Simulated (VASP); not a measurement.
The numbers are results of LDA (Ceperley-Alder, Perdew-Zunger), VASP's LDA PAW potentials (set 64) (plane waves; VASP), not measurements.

VASP input:

File POSCAR:
```
FeGe
1.0
  4.4771975026   0.0000000000   0.0000000000
  0.0000000000   4.4771975026   0.0000000000
  0.0000000000   0.0000000000   4.4771975026
Fe Ge
4 4
Cartesian
  3.8645060020   2.8512902519   1.6259072507
  1.6259072507   3.8645060020   2.8512902519
  0.6126915006   0.6126915006   0.6126915006
  2.8512902519   1.6259072507   3.8645060020
  0.7188217571   1.5197769942   2.9574205084
  2.9574205084   0.7188217571   1.5197769942
  3.7583757455   3.7583757455   3.7583757455
  1.5197769942   2.9574205084   0.7188217571
```

File KPOINTS:
```
Automatic mesh
0
Gamma
5 5 5
0 0 0
```

INCAR:
```
SIGMA = 0.05   # width (eV)
ALGO = Normal   # blocked Davidson
ENCUT = 500   # plane-wave cut-off (eV)
LCHARG = .FALSE.
PREC = Accurate
PSTRESS = 100   # kbar
NELM = 100
EDIFFG = -0.02   # ionic stop
LREAL = .FALSE.   # projection in real space or not
LMAXMIX = 4   # l cut-off of mixed one-centre charges
LASPH = .TRUE.   # aspherical one-centre terms
ISIF = 3   # ions, shape and volume
EDIFF = 1E-6
NSW = 40
IBRION = 2   # conjugate gradients
ISMEAR = 0
SYSTEM = FeGe
LWAVE = .FALSE.
```

POTCAR, in this order: Fe Ge_d (LDA.64 set). Program: vasp_std.

The resulting files:

### OSZICAR
```
       N       E                     dE             d eps       ncg     rms          rms(c)
DAV:   1     0.981128796350E+03    0.98113E+03   -0.35930E+04  1308   0.446E+03
DAV:   2     0.153135668599E+03   -0.82799E+03   -0.80524E+03  1144   0.982E+02
DAV:   3    -0.480840058527E+02   -0.20122E+03   -0.19296E+03  1144   0.303E+02
DAV:   4    -0.648521461136E+02   -0.16768E+02   -0.16508E+02  1456   0.985E+01
DAV:   5    -0.653611537079E+02   -0.50901E+00   -0.50710E+00  1408   0.202E+01    0.274E+01
DAV:   6    -0.669301372521E+02   -0.15690E+01   -0.10024E+02  1504   0.817E+01    0.216E+01
DAV:   7    -0.599972124298E+02    0.69329E+01   -0.47418E+01  1408   0.609E+01    0.711E+00
DAV:   8    -0.597803613325E+02    0.21685E+00   -0.31847E+00  1456   0.112E+01    0.191E+00
DAV:   9    -0.597351673479E+02    0.45194E-01   -0.27208E-01  1512   0.534E+00    0.626E-01
DAV:  10    -0.597313945161E+02    0.37728E-02   -0.18819E-02  1292   0.131E+00    0.229E-01
DAV:  11    -0.597307514426E+02    0.64307E-03   -0.31034E-03  1528   0.736E-01    0.995E-02
DAV:  12    -0.597307611282E+02   -0.96855E-05   -0.28994E-04  1612   0.169E-01    0.563E-02
DAV:  13    -0.597307488244E+02    0.12304E-04   -0.63010E-05  1444   0.115E-01    0.113E-02
DAV:  14    -0.597307485548E+02    0.26961E-06   -0.99882E-06  1468   0.302E-02
   1 F= -.54129199E+02 E0= -.54127035E+02  d E =-.541292E+02
```

**OUTCAR**
```
------------------------ aborting loop because EDIFF is reached ----------------------------------------
  FORCE on cell =-STRESS in cart. coord.  units (eV):
  Direction    XX          YY          ZZ          XY          YZ          ZX
  --------------------------------------------------------------------------------------
  Total        5.6351589      5.6351589      5.6351589      0.0000000     -0.0000000      0.0000000
  in kB      100.6000020    100.6000020    100.6000020      0.0000000     -0.0000000      0.0000000
  external PRESSURE =       0.6000020 kB  Pullay stress =     100.0000000 kB
  volume of cell :       89.75
      direct lattice vectors                 reciprocal lattice vectors
     4.477197503  0.000000000  0.000000000     0.223354006  0.000000000  0.000000000
     0.000000000  4.477197503  0.000000000     0.000000000  0.223354006  0.000000000
     0.000000000  0.000000000  4.477197503     0.000000000  0.000000000  0.223354006
 POSITION                                       TOTAL-FORCE (eV/Angst)
 -----------------------------------------------------------------------------------
      3.86451      2.85129      1.62591        -0.007659      0.007659     -0.007659
      1.62591      3.86451      2.85129        -0.007659     -0.007659      0.007659
      0.61269      0.61269      0.61269         0.007659      0.007659      0.007659
      2.85129      1.62591      3.86451         0.007659     -0.007659     -0.007659
      0.71882      1.51978      2.95742        -0.000543      0.000543     -0.000543
      2.95742      0.71882      1.51978        -0.000543     -0.000543      0.000543
      3.75838      3.75838      3.75838         0.000543      0.000543      0.000543
      1.51978      2.95742      0.71882         0.000543     -0.000543     -0.000543
 -----------------------------------------------------------------------------------
    total drift:                                0.000000      0.000000      0.000000
  FREE ENERGIE OF THE ION-ELECTRON SYSTEM (eV)
  ---------------------------------------------------
  free  energy   TOTEN  =       -59.7307485548 eV

  energy  without entropy=      -59.7264203271  energy(sigma->0) =      -59.72858444
  enthalpy is  TOTEN    =       -54.1291990806 eV   P V=        5.6015494742

 reached required accuracy - stopping structural energy minimisation
```
(Selected blocks of OUTCAR.)

The compound is FeGe in the B20 structure. It was relaxed first under an external pressure of 10 GPa. The run is not spin-polarised, so no magnetic state was tried.
